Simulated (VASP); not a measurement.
# Cu3Sn (space group Pmmn): computed properties

All values below come from PBEsol GGA, VASP's PBE PAW potentials (set 64) (plane waves; VASP 6.6.1).

- space group = Pmmn (59)
- cell = a = 4.2506 Å, b = 5.4586 Å, c = 4.7541 Å, α = β = γ = 90.00°
- volume per atom = 13.79 Å³/atom
- band gap (over mesh and band path) = none (metal, semimetal or under 0.01 eV)
- density = 9.31 g/cm³

```
Cu3Sn
1.0
    4.25057     0.00000     0.00000
    0.00000     5.45864     0.00000
    0.00000     0.00000     4.75408
Cu Sn
6 2
Direct
  0.50000   0.00000   0.30070
  0.00000   0.50000   0.69930
  0.00000   0.24770   0.15571
  0.00000   0.75230   0.15571
  0.50000   0.74770   0.84429
  0.50000   0.25230   0.84429
  0.00000   0.00000   0.65728
  0.50000   0.50000   0.34272
```

Unless said otherwise, spin-orbit coupling is left out, though it shifts the bands of the heavy elements here.

The structure comes from a measured Cu3Sn entry (Pmmn) of the Crystallography Open Database, whose conditions weren't checked. It was relaxed first. Symmetry was kept, so distortions that lower it aren't found.
